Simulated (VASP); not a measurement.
# La3Hf (Pm-3m) in VASP: density of states with PBE

Aim: the density of states of La3Hf with PBE.

Program: VASP 6.6.1. These are calculated values, not measurements. Logs are shortened: lines on timing, memory, paths and dates and some standing lists are left out, and cuts for length are marked.

## (1) The crystal as given

Symmetry: Pm-3m, No. 221, cubic system. The conventional cell has a = 5.045 Å, b = 5.045 Å, c = 5.045 Å, α = 90.00°, β = 90.00°, γ = 90.00°. La (site symmetry 4/mmm) is surrounded by 8 La at 3.57 Å and 4 Hf at 3.57 Å. Hf (site symmetry m-3m) has 12 La at 3.57 Å as nearest neighbours.

The cell comes from a database or a generator and needn't be the stable form of this composition.

## (2) Density of states, PBE

POSCAR reads:

```
La3Hf
1.0
    5.0451320000      0.0000000000      0.0000000000
    0.0000000000      5.0451320000      0.0000000000
    0.0000000000      0.0000000000      5.0451320000
La Hf
3 1
Direct
    0.0000000000      0.5000000000      0.5000000000
    0.5000000000      0.0000000000      0.5000000000
    0.5000000000      0.5000000000      0.0000000000
    0.0000000000      0.0000000000      0.0000000000
```

INCAR.step1 reads:

```
SYSTEM = La3Hf
PREC     = Accurate       ! precision mode
ENCUT    = 520            ! plane-wave cutoff, eV
EDIFF    = 1E-6           ! SCF threshold, eV
ISMEAR   = 1              ! smearing method
SIGMA    = 0.1            ! smearing width, eV
LREAL    = .False.        ! projectors in reciprocal space
LASPH    = .True.         ! aspherical terms in the spheres
NELM     = 100            ! most SCF steps
ALGO     = Normal         ! electronic algorithm
ISIF     = 2              ! what is computed and relaxed
LWAVE    = .False.        ! write WAVECAR
LCHARG   = .True.         ! write CHGCAR
LMAXMIX  = 6              ! l up to which the mixer works
GGA      = PE             ! functional
NBANDS   = 30             ! bands
```

KPOINTS.step1 reads:

```
Automatic mesh
0
Gamma
  5 5 5
  0 0 0
```

INCAR.step2 reads:

```
SYSTEM = La3Hf
PREC     = Accurate       ! precision mode
ENCUT    = 520            ! plane-wave cutoff, eV
EDIFF    = 1E-6           ! SCF threshold, eV
ISMEAR   = -5             ! smearing method
SIGMA    = 0.1            ! smearing width, eV
LREAL    = .False.        ! projectors in reciprocal space
LASPH    = .True.         ! aspherical terms in the spheres
NELM     = 100            ! most SCF steps
ALGO     = Normal         ! electronic algorithm
ISIF     = 2              ! what is computed and relaxed
LWAVE    = .False.        ! write WAVECAR
LCHARG   = .False.        ! write CHGCAR
LMAXMIX  = 6              ! l up to which the mixer works
GGA      = PE             ! functional
LORBIT   = 11             ! projections on sites
NBANDS   = 30             ! bands
NEDOS    = 2001           ! points of the DOS
ICHARG   = 11             ! starting density
```

KPOINTS.step2 reads:

```
Automatic mesh
0
Gamma
  8 8 8
  0 0 0
```

Potentials or basis: VASP PAW PBE potentials, release 64 (La, Hf_pv).

On the command line:

```bash
$ cat potpaw_PBE.64/La/POTCAR potpaw_PBE.64/Hf_pv/POTCAR > POTCAR
$ cp INCAR.step1 INCAR
$ cp KPOINTS.step1 KPOINTS
$ mpirun -np 1 vasp_std > vasp.out
$ cp INCAR.step2 INCAR
$ cp KPOINTS.step2 KPOINTS
$ mpirun -np 1 vasp_std > vasp.out
```

OUTCAR:

```text
SYSTEM = La3Hf
   PREC = Accurate
   ENCUT = 520
   EDIFF = 1E-6
   ISMEAR = -5
   LREAL = .False.
   LASPH = .True.
   NELM = 100
   ISIF = 2
   GGA = PE
   LORBIT = 11
   ICHARG = 11

 ion  position               nearest neighbor table
   1  0.000  0.500  0.500-   2 3.57   3 3.57   4 3.57   3 3.57   4 3.57   2 3.57   4 3.57   4 3.57
                             2 3.57   3 3.57   3 3.57   2 3.57
   2  0.500  0.000  0.500-   1 3.57   3 3.57   4 3.57   3 3.57   4 3.57   1 3.57   3 3.57   3 3.57
                             1 3.57   4 3.57   4 3.57   1 3.57
   3  0.500  0.500  0.000-   1 3.57   2 3.57   4 3.57   1 3.57   2 3.57   2 3.57   4 3.57   2 3.57
                             1 3.57   4 3.57   1 3.57   4 3.57
   4  0.000  0.000  0.000-   1 3.57   2 3.57   3 3.57   1 3.57   2 3.57   1 3.57   3 3.57   1 3.57
                             2 3.57   3 3.57   2 3.57   3 3.57

  LATTYP: Found a simple cubic cell.
 ALAT       =     5.0451320000

  Lattice vectors:

 A1 = (   5.0451320000,   0.0000000000,   0.0000000000)
 A2 = (   0.0000000000,   5.0451320000,   0.0000000000)
 A3 = (   0.0000000000,   0.0000000000,   5.0451320000)

Analysis of symmetry for initial positions (statically):
=====================================================================
 Subroutine PRICEL returns:
 Original cell was already a primitive cell.

 Routine SETGRP: Setting up the symmetry group for a
 simple cubic supercell.

 Subroutine GETGRP returns: Found 48 space group operations
 (whereof 48 operations were pure point group operations)
 out of a pool of 48 trial point group operations.

The static configuration has the point symmetry O_h .

Analysis of symmetry for dynamics (positions and initial velocities):
=====================================================================
 Subroutine PRICEL returns:
 Original cell was already a primitive cell.

 Routine SETGRP: Setting up the symmetry group for a
 simple cubic supercell.

 Subroutine GETGRP returns: Found 48 space group operations
 (whereof 48 operations were pure point group operations)
 out of a pool of 48 trial point group operations.

The dynamic configuration has the point symmetry O_h .

 Subroutine INISYM returns: Found 48 space group operations
 (whereof 48 operations are pure point group operations),
 and found     1 'primitive' translations

----------------------------------------------------------------------------------------

                                     Primitive cell

  volume of cell :     128.4155

  direct lattice vectors                    reciprocal lattice vectors
     5.045132000  0.000000000  0.000000000     0.198210869  0.000000000  0.000000000
     0.000000000  5.045132000  0.000000000     0.000000000  0.198210869  0.000000000
     0.000000000  0.000000000  5.045132000     0.000000000  0.000000000  0.198210869

  length of vectors
     5.045132000  5.045132000  5.045132000     0.198210869  0.198210869  0.198210869

  position of ions in fractional coordinates (direct lattice)
     0.000000000  0.500000000  0.500000000
     0.500000000  0.000000000  0.500000000
     0.500000000  0.500000000  0.000000000
     0.000000000  0.000000000  0.000000000

  ion indices of the primitive-cell ions
   primitive index   ion index
                 1           1
                 2           2
                 3           3
                 4           4

----------------------------------------------------------------------------------------

 KPOINTS: Automatic mesh

Automatic generation of k-mesh.
 Grid dimensions read from file:
 generate k-points for:    8    8    8

 Generating k-lattice:

  Cartesian coordinates                     Fractional coordinates (reciprocal lattice)
     0.024776359  0.000000000  0.000000000     0.125000000  0.000000000  0.000000000
     0.000000000  0.024776359  0.000000000     0.000000000  0.125000000  0.000000000
     0.000000000  0.000000000  0.024776359     0.000000000  0.000000000  0.125000000

  Length of vectors
     0.024776359  0.024776359  0.024776359

  Shift w.r.t. Gamma in fractional coordinates (k-lattice)
     0.000000000  0.000000000  0.000000000

 TETIRR: Found    250 inequivalent tetrahedra from     3072

 Subroutine IBZKPT returns following result:
 ===========================================

 Found     35 irreducible k-points:

 Following reciprocal coordinates:
            Coordinates               Weight
  0.000000  0.000000  0.000000      1.000000
  0.125000  0.000000  0.000000      6.000000
  0.250000  0.000000  0.000000      6.000000
  0.375000  0.000000  0.000000      6.000000
  0.500000  0.000000  0.000000      3.000000
  0.125000  0.125000  0.000000     12.000000
[... 16 lines left out ...]
  0.375000  0.375000  0.125000     24.000000
  0.500000  0.375000  0.125000     24.000000
 [... further k-points ...]
   k-points           NKPTS =     35   k-points in BZ     NKDIM =     35   number of bands    NBANDS=     30
   number of dos      NEDOS =   2001   number of ions     NIONS =      4
   total plane-waves  NPLWV =  64000
   dimension x,y,z NGX =    40 NGY =   40 NGZ =   40
   dimension x,y,z NGXF=    80 NGYF=   80 NGZF=   80
   ions per type =               3   1
   NGX,Y,Z   is equivalent  to a cutoff of  13.18, 13.18, 13.18 a.u.
   NGXF,Y,Z  is equivalent  to a cutoff of  26.36, 26.36, 26.36 a.u.
 SYSTEM =  La3Hf
   PREC   = accura    normal or accurate (medium, high low for compatibility)
   ISTART =      0    job   : 0-new  1-cont  2-samecut
   ICHARG =     11    charge: 1-file 2-atom 10-const
   ISPIN  =      1    spin polarized calculation?
   LNONCOLLINEAR =      F non collinear calculations
   LSORBIT =      F    spin-orbit coupling
   LASPH  =      T    aspherical Exc in radial PAW
   ENCUT  =  520.0 eV  38.22 Ry    6.18 a.u.   9.38  9.38  9.38*2*pi/ulx,y,z
   NELM   =    100;   NELMIN=  2; NELMDL=  0     # of ELM steps
   EDIFF  = 0.1E-05   stopping-criterion for ELM
   LREAL  =      F    real-space projection
   EDIFFG = 0.1E-04   stopping-criterion for IOM
   NSW    =      0    number of steps for IOM
   IBRION =     -1    ionic relax: 0-MD 1-quasi-New 2-CG
   NFREE  =      0    steps in history (QN), initial steepest desc. (CG)
   ISIF   =      2    stress and relaxation
   ISYM   =      2    0-nonsym 1-usesym 2-fastsym
   POTIM  = 0.5000    time-step for ionic-motion
   TEBEG  =    0.0;   TEEND  =   0.0 temperature during run
   PSTRESS=    0.0 pullay stress
   NELECT =      43.0000    total number of electrons
   NUPDOWN=      -1.0000    fix difference up-down
   EMIN   =  10.00;   EMAX   =-10.00  energy-range for DOS
   EFERMI =   0.00;   METHOD = LEGACY
   ISMEAR =    -5;   SIGMA  =   0.10  broadening in eV -4-tet -1-fermi 0-gaus
   EFERMI_NEDOS =   21; number of points for ismear=-14 and -15
   IALGO  =     38    algorithm
   IMIX   =      4    mixing-type and parameters
     AMIX     =   0.40;   BMIX     =  1.00
     AMIX_MAG =   1.60;   BMIX_MAG =  1.00
  volume/ion in A,a.u.               =      32.10       216.65
  Fermi-wavevector in a.u.,A,eV,Ry     =   1.136820  2.148279 17.583628  1.292360
  Thomas-Fermi vector in A             =   2.273525
   LORBIT       =     11    0 simple, 1 ext, 2 COOP (PROOUT), +10 PAW based schemes
   GGA     = PE    functional components
   LHFCALC =     F    Hartree Fock is set to
   AEXX    =    0.0000 exact exchange contribution
   IVDW    =     0    specifies the selected vdW correction
   LEPSILON=     F    determine dielectric tensor
   LRPA    =     F    only Hartree local field effects (RPA)
 non-spin polarized calculation
 Fermi weights with tetrahedron method with Bloechl corrections
  energy-cutoff  :      520.00
  volume of cell :      128.42
 maximum number of plane-waves:      3483
 NGX is ok and might be reduce to    40

 number of electron      42.9999997 magnetization

 Free energy of the ion-electron system (eV)
  ---------------------------------------------------
  ext. energy  EPLUGINS =         0.00000000
  ---------------------------------------------------
  free energy    TOTEN  =       -23.81186267 eV

  energy without entropy =      -23.81186267  energy(sigma->0) =      -23.81186267

 E-fermi :   7.6982     XC(G=0): -10.0584

 val. band max:        7.7642527640   @ k =   0.5000   0.0000   0.0000
 cond. band min:       7.6939971649   @ k =   0.3750   0.1250   0.0000
 fundamental gap:     -0.0702555991
 Fermi energy:         7.6981739425

 k-point     1 :       0.0000    0.0000    0.0000
  band No.  band energies     occupation
      1     -24.9060      2.00000
      2     -24.5640      2.00000
      3     -24.5640      2.00000
      4     -23.5111      2.00000
      5     -23.5111      2.00000
      6     -23.5111      2.00000
[... 22 lines left out ...]
     29       9.5586      0.00000
     30       9.8737      0.00000

 k-point     2 :       0.1250    0.0000    0.0000
  band No.  band energies     occupation
      1     -24.8957      2.00000
      2     -24.5764      2.00000
      3     -24.5638      2.00000
      4     -23.5111      2.00000
      5     -23.5111      2.00000
      6     -23.5095      2.00000
[... 22 lines left out ...]
     29       9.6588      0.00000
     30       9.7903      0.00000

 k-point     3 :       0.2500    0.0000    0.0000
  band No.  band energies     occupation
      1     -24.8667      2.00000
      2     -24.6102      2.00000
      3     -24.5632      2.00000
      4     -23.5109      2.00000
      5     -23.5109      2.00000
      6     -23.5057      2.00000
[... 682 lines left out ...]
     29       9.3247      0.00000
     30       9.5992      0.00000

 k-point    24 :       0.5000    0.3750    0.1250
  band No.  band energies     occupation
      1     -24.7234      2.00000
      2     -24.6819      2.00000
      3     -24.6378      2.00000
      4     -23.5109      2.00000
      5     -23.5073      2.00000
      6     -23.5062      2.00000
[... 22 lines left out ...]
     29       9.4111      0.00000
     30       9.4623      0.00000

 [... further k-points ...]

------------------------ aborting loop because EDIFF is reached ----------------------------------------

  FORCE on cell =-STRESS in cart. coord.  units (eV):
  Direction    XX          YY          ZZ          XY          YZ          ZX
  --------------------------------------------------------------------------------------
  -------------------------------------------------------------------------------------
  Total       -0.1379073     -0.1379073     -0.1379073     -0.0000000     -0.0000000      0.0000000
  in kB       -1.7206019     -1.7206019     -1.7206019     -0.0000000     -0.0000000      0.0000000
  external PRESSURE =      -1.7206019 kB  Pullay stress =       0.0000000 kB

 VOLUME and BASIS-vectors are now :
 -----------------------------------------------------------------------------
  energy-cutoff  :      520.00
  volume of cell :      128.42
      direct lattice vectors                 reciprocal lattice vectors
     5.045132000  0.000000000  0.000000000     0.198210869  0.000000000  0.000000000
     0.000000000  5.045132000  0.000000000     0.000000000  0.198210869  0.000000000
     0.000000000  0.000000000  5.045132000     0.000000000  0.000000000  0.198210869

 POSITION                                       TOTAL-FORCE (eV/Angst)
 -----------------------------------------------------------------------------------
      0.00000      2.52257      2.52257         0.000000      0.000000      0.000000
      2.52257      0.00000      2.52257         0.000000      0.000000      0.000000
      2.52257      2.52257      0.00000         0.000000      0.000000      0.000000
      0.00000      0.00000      0.00000         0.000000      0.000000      0.000000
 -----------------------------------------------------------------------------------
    total drift:                                0.000000     -0.000000     -0.000000

  FREE ENERGIE OF THE ION-ELECTRON SYSTEM (eV)
  ---------------------------------------------------
  free  energy   TOTEN  =       -23.8118626675 eV

  energy  without entropy=      -23.8118626675  energy(sigma->0) =      -23.81186267

 total charge

# of ion       s       p       d       f       tot
--------------------------------------------------
    1        2.065   5.548   0.943   0.106   8.662
    2        2.065   5.548   0.943   0.106   8.662
    3        2.065   5.548   0.943   0.106   8.662
    4        0.416   6.212   1.413   0.000   8.041
--------------------------------------------------
tot          6.611  22.856   4.243   0.317  34.027
```

Wall time 2.6 min (1 thread of Intel Xeon 6975P-C (Granite Rapids), shared host); peak memory 0.31 GiB.

What came out:

```yaml
Valence_electrons_inside_the_program's_atomic_spheres: La 8.66; Hf 8.04
```

States per cell in windows of 1 eV (zero at the Fermi level; states under -8 eV left out):
| from (eV) | total | Hf4_d | La3_d | La1_d | La2_d | La1_f | La2_f |
| --- | --- | --- | --- | --- | --- | --- | --- |
| -8.0 | 0.00 | 0.00 | 0.00 | 0.00 | 0.00 | 0.00 | 0.00 |
| -7.0 | 0.00 | 0.00 | 0.00 | 0.00 | 0.00 | 0.00 | 0.00 |
| -6.0 | 0.00 | 0.00 | 0.00 | 0.00 | 0.00 | 0.00 | 0.00 |
| -5.0 | 0.04 | 0.00 | 0.00 | 0.00 | 0.00 | 0.00 | 0.00 |
| -4.0 | 0.72 | 0.00 | 0.02 | 0.02 | 0.02 | 0.00 | 0.00 |
| -3.0 | 1.35 | 0.01 | 0.05 | 0.05 | 0.05 | 0.00 | 0.00 |
| -2.0 | 4.79 | 0.51 | 0.37 | 0.37 | 0.37 | 0.02 | 0.02 |
| -1.0 | 6.07 | 0.88 | 0.50 | 0.50 | 0.50 | 0.08 | 0.08 |
| 0.0 | 6.89 | 1.15 | 0.48 | 0.48 | 0.48 | 0.28 | 0.28 |
| 1.0 | 9.63 | 1.25 | 0.60 | 0.60 | 0.60 | 1.13 | 1.13 |
| 2.0 | 0.57 | 0.01 | 0.01 | 0.01 | 0.01 | 0.15 | 0.15 |

Caveat: tetrahedron occupations give inexact forces and stress in metals.
